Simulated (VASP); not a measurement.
```
HgTe
1.0
    3.71426     0.00000     0.00000
    0.00000     3.71426     0.00000
    0.00000     0.00000     3.71426
Hg Te
1 1
Direct
  0.00000   0.00000   0.00000
  0.50000   0.50000   0.50000
```

The numbers are results of PBEsol GGA, VASP's PBE PAW potentials (set 64) (plane waves; VASP), not measurements. Run with 500 eV cut-off, 10×10×10 Γ-centred mesh, first-order Methfessel-Paxton smearing of 0.10 eV, potentials Hg Te.

Energy and stress use the plane-wave basis of the starting cell.

Q: The ions, cell shape and volume at an external pressure of 5.0 GPa are relaxed. Give the cell that the relaxation ends in.

A: 
```
HgTe
1.0
    3.62959     0.00000     0.00000
    0.00000     3.62959     0.00000
    0.00000     0.00000     3.62959
Hg Te
1 1
Direct
  0.00000   0.00000   0.00000
  0.50000   0.50000   0.50000
```
Space group Pm-3m (221), at a tolerance of 0.03 Å.

Q: How do energy and volume change from the first to the last step?

A: The energy (σ→0) changes by +25.0 meV/atom and the volume by -6.7 %, in 3 ionic steps.

The structure was generated: HgTe was put into the CsCl type type (Pm-3m), which need not be its known phase. This run relaxes it under an external pressure of 5 GPa. Symmetry was kept, so distortions that lower it aren't found.
